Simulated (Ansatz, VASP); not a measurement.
# SrCd: VASP beside Ansatz, part 2 of 2

Wanted: the spread between two codes on one cell, functional and k mesh. The cell is taken from a series of runs on this material, whose earlier steps may have relaxed, scaled, displaced or heated it; both programs get it as it stands.

VASP 6.6.1 and Ansatz 0.2.0.

So far: Starting point; VASP: zone-centre phonons, PBEsol.

### 3. Ansatz: zone-centre phonons, PBEsol

Level of this step: Ansatz beside VASP: Kohn-Sham DFT, plane waves, PBEsol (Ansatz).

Ansatz runs on its PAW soft_1 files.

The same cell, functional, mesh and smearing now go to Ansatz, which takes its cutoff from its data sets.

The input, input.yaml:

```yaml
crystal:
  lattice:
    - [3.9757347763, 0.0, 0.0]
    - [0.0, 3.9757347763, 0.0]
    - [0.0, 0.0, 3.9757347763]
  atoms:
    - { symbol: Sr, position: [0.5, 0.5, 0.5] }
    - { symbol: Cd, position: [0.0, 0.0, 0.0] }
kpoints:
  mp_grid: { grid: [12, 12, 12] }
hamiltonian:
  xc: pbesol
  pseudopotentials: { kind: paw, azcp: { folder: soft_1 }, xc_functional: pbe }
scf:
  occupations: { method: methfessel_paxton, width: 0.2 }
output:
  eigenvalues: true
phonons:
  method: dfpt
```

Command:

```
$ ansatz run input.yaml --threads 4 --pin off --max-ram 10240MiB --backend cpu --events-out ev --progress --plain --runs-dir out
```

Numbers of over 12 decimals in the logs are rounded to 6 here.

Log:

```text
Engine: ansatz 0.2.0, aarch64-unknown-linux-gnu
Pseudopotentials: kind: paw
Pseudopotential: Sr, paw, valence charge 10, recommended cutoff 420 eV (normal), soft_1/Sr.paw.azcp
Pseudopotential: Cd, paw, valence charge 20, recommended cutoff 420 eV (normal), soft_1/Cd.paw.azcp
Functional definition: PBEsol
  exchange = pbesol_x
  correlation = pbesol_c
Crystal: 2 atoms, lattice volume = 62.842 Å³
Basis set: ecut = 420 eV, 1237 PW (Γ), exchange–correlation on 54×54×54 points (8 copies of the dense FFT grid, shifted against one another)
Bands: 19, of which v1, the nominal top of the filled ones, is band 15 counted from 1 (14 counted from 0)
Symmetry: 48 space group operations
k-points: 196 of 1728 (irreducible under 8 space group operations, time reversal used)
Non-local potential: Sr, projectors of the file, l = 0: 3, l = 1: 2, l = 2: 2
Non-local potential: Cd, projectors of the file, l = 0: 3, l = 1: 2, l = 2: 2, l = 3: 1
PAW form: soft (Blöchl's): semilocal exchange-correlation on the pseudo side does not see the compensation charge
PAW frozen core: Sr, regenerated for the run's functional, and the local potential with it (the file was generated under x = pbe(κ = 0.804, μ = 0.219515), c = pbe(β = 0.066725))
PAW frozen core: Cd, regenerated for the run's functional, and the local potential with it (the file was generated under x = pbe(κ = 0.804, μ = 0.219515), c = pbe(β = 0.066725))
PAW one-centre angular grid: Sr, 110 points (default); XC on 64 Gauss nodes
PAW one-centre angular grid: Cd, 590 points (default); XC on 64 Gauss nodes
Initial density: superposition of atomic densities (chi_scale 0.1, normalization cell, long waves kept (reshape's long-wave potential 0.00 eV rms))
Initial wavefunctions: pseudopotential atomic-orbital guess
Functional: x = pbesol(κ = 0.804, μ = 0.123457), c = pbesol(β = 0.046)
SCF iter   1: F=—  HF=-11678.299786 eV  |F-HF|=—  |Δ(HF+E_count)|=         —  Δρ=6.28e-2  dr2=3.98e0  ethr=3.10e-3  ⟨swp⟩=7.0  Hψ=20787  notcnv=0
preconditioner: auto → Kerker (q_TF=auto, 2.412 Å⁻¹)  [metal: Δε(μ)=0.022 eV  Ē_g=11.116 eV  σ=0.200 eV  W_gap=0.09  n_scr=18 (ndim 8)  ℏωp=20.9 eV  f_vac=0.000  D(μ)=1.71/eV (n_scr^D=6)]
SCF iter   2: F=—  HF=-11677.276361 eV  |F-HF|=—  |Δ(HF+E_count)|=    1.02e0  S|Δr|=    0.00e0  Δρ=2.11e-2  dr2=6.77e-1  ethr=3.10e-3  ⟨swp⟩=2.6  Hψ=9003  notcnv=0
SCF iter   3: F=—  HF=-11677.058353 eV  |F-HF|=—  |Δ(HF+E_count)|=   2.18e-1  S|Δr|=    0.00e0  Δρ=1.02e-2  dr2=1.78e-1  ethr=2.26e-3  ⟨swp⟩=1.9  Hψ=5579  notcnv=0
SCF iter   4: F=—  HF=-11676.990507 eV  |F-HF|=—  |Δ(HF+E_count)|=   6.78e-2  S|Δr|=    0.00e0  Δρ=2.95e-3  dr2=7.30e-3  ethr=5.93e-4  ⟨swp⟩=2.0  Hψ=5781  notcnv=0
SCF iter   5: F=—  HF=-11676.988700 eV  |F-HF|=—  |Δ(HF+E_count)|=   1.81e-3  S|Δr|=    0.00e0  Δρ=6.65e-4  dr2=2.84e-4  ethr=2.43e-5  ⟨swp⟩=2.5  Hψ=7329  notcnv=0
SCF iter   6: F=—  HF=-11676.988745 eV  |F-HF|=—  |Δ(HF+E_count)|=   4.52e-5  S|Δr|=    0.00e0  Δρ=1.72e-4  dr2=2.84e-5  ethr=9.47e-7  ⟨swp⟩=2.3  Hψ=6014  notcnv=0
SCF iter   7: F=—  HF=-11676.988738 eV  |F-HF|=—  |Δ(HF+E_count)|=   7.19e-6  S|Δr|=    0.00e0  Δρ=3.60e-5  dr2=9.69e-7  ethr=9.45e-8  ⟨swp⟩=2.1  Hψ=5604  notcnv=0
SCF iter   8: F=—  HF=-11676.988741 eV  |F-HF|=—  |Δ(HF+E_count)|=   3.04e-6  S|Δr|=    0.00e0  Δρ=9.61e-6  dr2=5.37e-8  ethr=3.23e-9  ⟨swp⟩=2.1  Hψ=5531  notcnv=0
SCF iter   9: F=—  HF=-11676.988741 eV  |F-HF|=—  |Δ(HF+E_count)|=   1.58e-8  S|Δr|=    0.00e0  Δρ=1.10e-6  dr2=5.43e-10  ethr=1.79e-10  ⟨swp⟩=2.5  Hψ=5642  notcnv=0
SCF iter  10: F=—  HF=-11676.988741 eV  |F-HF|=—  |Δ(HF+E_count)|=  3.66e-10  S|Δr|=    0.00e0  Δρ=3.22e-7  dr2=3.28e-11  ethr=1.81e-12  ⟨swp⟩=2.0  Hψ=5931  notcnv=0
SCF iter  11: F=-11676.988741 eV  HF=-11676.988741 eV  |F-HF|=0.00e0  |Δ(HF+E_count)|=  3.64e-12  S|Δr|=    0.00e0  Δρ=7.44e-8  dr2=3.08e-12  ethr=1.00e-12  ⟨swp⟩=7.6  Hψ=21141  notcnv=0
SCF 1 converged in 11 iterations: F = -11676.988741 eV  dr2 = 3.08e-12
  greatest PAW one-centre occupation: 1.000 electrons in one spin orbital (limit 2), on the Cd atom at site 1 (counted from 0), in its partial waves of l = 0
DFPT response loops at Γ: preconditioner auto → Kerker (q_TF=auto, 2.412 Å⁻¹) (partly filled bands, converged f_vac=0.000); β = 1.00, the filter's whole step (`scf.mixing.beta` (0.50) is not read by the response loops under this deck's `scf.mixing.preconditioner`; to damp them name `kerker` or `kerker_dos`, under which they read `scf.mixing.beta`, and type it under 1.00, their step now; both keys bind the ground state too); Broyden in place of MSR1
SCF converged after 11 iterations
Stability not checked: this state was not tested for a lower state beside it, because cold or Methfessel-Paxton smearing, or corrected tetrahedra, fill the levels in a way that the test cannot read (fill_not_monotonic; see scf.lower_state_search)
Free energy (F): -11676.988741 eV
Harris-Foulkes:  -11676.988741 eV  (|F-HF|=0.00e0)
Internal energy: -11676.985086 eV  (E = F + TS)
E sigma→0 (E₀):  -11676.987827 eV
Entropy (-TS):   -0.003656 eV (-1.828 meV/atom)
Fermi energy:    9.349859 eV
--- Per-component energies (eV) ---
  E_band       = -578.018535
  E_kinetic    = 673.536711
  E_local      = -4459.344128  (includes V_loc(G=0)·N_el)
  E_nonlocal   = 354.995387
  E_hartree    = 1900.467325
  E_xc         = -329.263365
  E_vxc        = -351.080168  (∫ρ·V_xc dr)
  E_paw        = -6667.860270  (= ΣΔE_a)
  E_vpaw       = -597.061405  (= ΣTr[D̂ρ^β])
  E_aug_tail   = 0.000316  (compensation charges beyond the density's cutoff)
  E_ewald      = -3149.993371
  E_core_change = 0.476309  (= ΣΔE_core)
  E_smearing   = -0.003656  (= −TS)
  E_closure    = -0.000000  (closes the sum)
  Σ components = -11676.988741   (vs F -11676.988741, Δ=0.00e0)
--- Band table (eV; the first three rows and the last of 196) ---
  k-point 0: bands = [... 11 lower, 0.8672, 0.8672, 3.4461, 10.6790, 10.6790, 13.3937, 13.3937, 13.3937]
  k-point 1: bands = [... 11 lower, 0.8650, 0.8681, 3.5299, 10.5580, 10.7009, 13.1324, 13.1324, 13.1894]
  k-point 2: bands = [... 11 lower, 0.8591, 0.8704, 3.7769, 10.0799, 10.7630, 12.6669, 12.6669, 13.0667]
  k-point 195: bands = [... 11 lower, 1.0069, 1.0069, 8.5116, 8.5116, 8.5116, 8.6078, 14.0349, 14.0349]
--- Phonons (Γ-DFPT): 2 representative perturbations + reference, on 196 of 1728 k-points (Σ response iterations 6) ---
  k mesh reduced under 8 symmetry operations, with k and −k counted as one. Each operation leaves every solved perturbation unchanged. A smaller set is not used because it would not reduce the number of displacements times k-points to solve
  ASR residual: 2.112e-4 → 0.000e0 eV/Å²; symmetrization residual: 5.510e-6 eV/Å²
  ASR residual per site (eV/Å²): 2.11e-4 1.68e-5
  Γ frequencies (cm⁻¹): 0.00 0.00 0.00 106.01 106.01 106.01
  non-analytic LO–TO correction: not included (Born effective charges unavailable; polar crystals: no LO–TO splitting at Γ)
```

Reading the cycles: dr2 is the Hartree energy of the density residual (eV), the measure of convergence; HF is the Harris–Foulkes estimate of the energy, which meets the free energy F at convergence.

### 4. Differences

Known differences besides the potentials themselves: the data sets hold 30 valence electrons in Ansatz (on its PAW soft_1 files) and 22 in VASP; the cutoff is 420 eV in Ansatz and 500 eV in VASP; Ansatz makes its cores anew for this functional, VASP keeps those of its PBE data sets. Total energies have different zeros and are not compared.

Both answers:

```
                  quantity  Ansatz   VASP  difference
optical mode 1 to 3 (cm⁻¹)   106.0  106.7     -0.67 %
```

Modes are paired by rising frequency, not by their patterns, so a pair may set unlike modes beside each other; they are those without the splitting of longitudinal modes.

### 5. What came out

```
r.m.s. difference of the optical zone-centre modes, each program's sorted by frequency (zone-centre phonons, PBEsol) : 0.72 cm⁻¹
difference in optical mode 1 to 3 (zone-centre phonons, PBEsol)                                                      : -0.7 %
```

The r.m.s. difference of the optical zone-centre modes, each program's sorted by frequency is 0.72 cm⁻¹ (zone-centre phonons, PBEsol). The data sets hold unlike numbers of valence electrons (30 in Ansatz and 22 in VASP), so part of the differences comes from the potentials. Among the rows given in per cent, the largest difference of the zone-centre phonons, PBEsol pair is in optical mode 1 to 3, -0.7 %. 1 further run of this series is not shown here. Such differences can come from data sets, numerical settings and the points named under the comparisons, not from the functional's error against experiment.

[Lines on the potential files, build, host, timing and source positions are cut from VASP's logs without a mark.]

[Logs are printed without paths, hosts, clocks, repeated set-up lines and the standing remarks that a program may print on its own settings, such as how far it seeks lower states.]

[Hosts, paths, dates, database ids (printed as entryN), source tags and the programs' standing remarks are cut or masked in the printed files.]
